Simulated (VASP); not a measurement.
Level of theory: LDA (Ceperley-Alder, Perdew-Zunger), VASP's LDA PAW potentials (set 64) (plane waves; VASP 6.6.1).

VASP ran on this input.

INCAR:
```
SYSTEM = YMo
PREC = Accurate
ENCUT = 300
EDIFF = 1E-6
NELM = 100
ALGO = Normal
LREAL = .FALSE.
LASPH = .TRUE.
ISMEAR = 0
SIGMA = 0.2
LMAXMIX = 4
LWAVE = .FALSE.
LCHARG = .FALSE.
ISIF = 2
```

### POSCAR
```
YMo
3.6063740
  1.0000000000   0.0000000000   0.0000000000
  0.0000000000   1.0000000000   0.0000000000
  0.0000000000   0.0000000000   1.0000000000
Y Mo
1 1
Cartesian
  0.0023250000  -0.0033670000  -0.0007900000
  0.4976750000   0.5033670000   0.5007900000
```

KPOINTS:
```
K-points
0
G
 5 5 5
0 0 0
```

POTCAR, in this order: Y_sv Mo_sv (LDA.64 set). Program: vasp_std.

The run wrote:

File OSZICAR:
```
       N       E                     dE             d eps       ncg     rms          rms(c)
DAV:   1     0.127591670871E+03    0.12759E+03   -0.11247E+04  2080   0.101E+03
DAV:   2    -0.151493773011E+02   -0.14274E+03   -0.14194E+03  2592   0.323E+02
DAV:   3    -0.181350324492E+02   -0.29857E+01   -0.28999E+01  2888   0.411E+01
DAV:   4    -0.181976493136E+02   -0.62617E-01   -0.62174E-01  2528   0.487E+00
DAV:   5    -0.181984485886E+02   -0.79927E-03   -0.79923E-03  2832   0.444E-01    0.335E+01
DAV:   6    -0.177205742484E+02    0.47787E+00   -0.49729E+00  2504   0.125E+01    0.143E+01
DAV:   7    -0.176836204723E+02    0.36954E-01   -0.43042E+00  2824   0.893E+00    0.140E+01
DAV:   8    -0.175127503568E+02    0.17087E+00   -0.13551E+00  2416   0.592E+00    0.144E+00
DAV:   9    -0.175107525132E+02    0.19978E-02   -0.39039E-02  2232   0.151E+00    0.231E-01
DAV:  10    -0.175108915445E+02   -0.13903E-03   -0.17312E-03  2968   0.242E-01    0.129E-01
DAV:  11    -0.175108694320E+02    0.22112E-04   -0.29659E-04  2336   0.751E-02    0.683E-02
DAV:  12    -0.175108637898E+02    0.56422E-05   -0.66782E-05  2632   0.402E-02    0.112E-02
DAV:  13    -0.175108638034E+02   -0.13598E-07   -0.13299E-06  1440   0.940E-03
   1 F= -.17510864E+02 E0= -.17462665E+02  d E =-.963969E-01
```

File OUTCAR:
```
------------------------ aborting loop because EDIFF is reached ----------------------------------------
  FORCE on cell =-STRESS in cart. coord.  units (eV):
  Direction    XX          YY          ZZ          XY          YZ          ZX
  --------------------------------------------------------------------------------------
  Total       -3.9453017     -3.9454008     -3.9451810     -0.0024817      0.0008508     -0.0006028
  in kB     -134.7654325   -134.7688190   -134.7613113     -0.0847720      0.0290633     -0.0205890
  external PRESSURE =    -134.7651876 kB  Pullay stress =       0.0000000 kB
  volume of cell :       46.90
      direct lattice vectors                 reciprocal lattice vectors
     3.606374000  0.000000000  0.000000000     0.277286826  0.000000000  0.000000000
     0.000000000  3.606374000  0.000000000     0.000000000  0.277286826  0.000000000
     0.000000000  0.000000000  3.606374000     0.000000000  0.000000000  0.277286826
 POSITION                                       TOTAL-FORCE (eV/Angst)
 -----------------------------------------------------------------------------------
      0.00838      3.59423      3.60352        -0.067723      0.098035      0.023026
      1.79480      1.81533      1.80604         0.067723     -0.098035     -0.023026
 -----------------------------------------------------------------------------------
    total drift:                               -0.000529      0.000744      0.000184
  FREE ENERGIE OF THE ION-ELECTRON SYSTEM (eV)
  ---------------------------------------------------
  free  energy   TOTEN  =       -17.5108638034 eV

  energy  without entropy=      -17.4144668539  energy(sigma->0) =      -17.46266533
```
(Selected blocks of OUTCAR.)

### OUTCAR
```
 val. band max:        5.4754215166   @ k =  -0.2000  -0.2000   0.2000

 cond. band min:       5.5250965891   @ k =   0.2000  -0.2000   0.4000


 Fermi energy:         5.5223641131

 k-point     1 :       0.0000    0.0000    0.0000
  band No.  band energies     occupation
      1     -54.4423      2.00000
      2     -35.7321      2.00000
      3     -28.6987      2.00000
      4     -28.6986      2.00000
      5     -28.6984      2.00000
      6     -15.7634      2.00000
      7     -15.7633      2.00000
      8     -15.7632      2.00000
      9       0.4417      2.00000
     10       3.1067      2.00000
     11       3.1080      2.00000
     12       5.9099      0.00613
     13       5.9126      0.00579
     14       5.9127      0.00578
     15       8.9970      0.00000
     16       9.0019      0.00000

 k-point     2 :       0.2000    0.0000    0.0000
  band No.  band energies     occupation
      1     -54.4419      2.00000
      2     -35.7259      2.00000
      3     -28.7163      2.00000
      4     -28.6962      2.00000
      5     -28.6960      2.00000
      6     -15.8866      2.00000
      7     -15.7593      2.00000
      8     -15.7592      2.00000
      9       1.0988      2.00000
     10       3.4195      2.00000
     11       3.5333      2.00000
     12       5.8148      0.03867
     13       5.8165      0.03754
     14       6.0814      0.00008
     15       8.2258      0.00000
     16       9.0985      0.00000

 k-point     3 :       0.0000    0.2000    0.0000
  band No.  band energies     occupation
      1     -54.4419      2.00000
      2     -35.7259      2.00000
      3     -28.7163      2.00000
      4     -28.6961      2.00000
      5     -28.6961      2.00000
      6     -15.8866      2.00000
      7     -15.7593      2.00000
      8     -15.7592      2.00000
      9       1.0988      2.00000
     10       3.4190      2.00000
     11       3.5338      2.00000
     12       5.8157      0.03809
     13       5.8165      0.03753
...
```

At this cut-off the stress carries a Pulay error, which pulls relaxed volumes low.

The structure was generated: YMo was put into an ordered model structure, which need not be its known phase. The cell was not relaxed at this level, atoms are displaced from their ideal sites. The k-mesh is coarse (spacing up to 0.35 per Å, 2π included), so the numbers may not be converged in it. The run is one of a series of settings (GGA removed, POTCAR Y_sv Mo_sv (LDA.64 set) against the base run), some of them coarse on purpose. The electron count is odd and the run is not spin-polarised, which forces a metal.
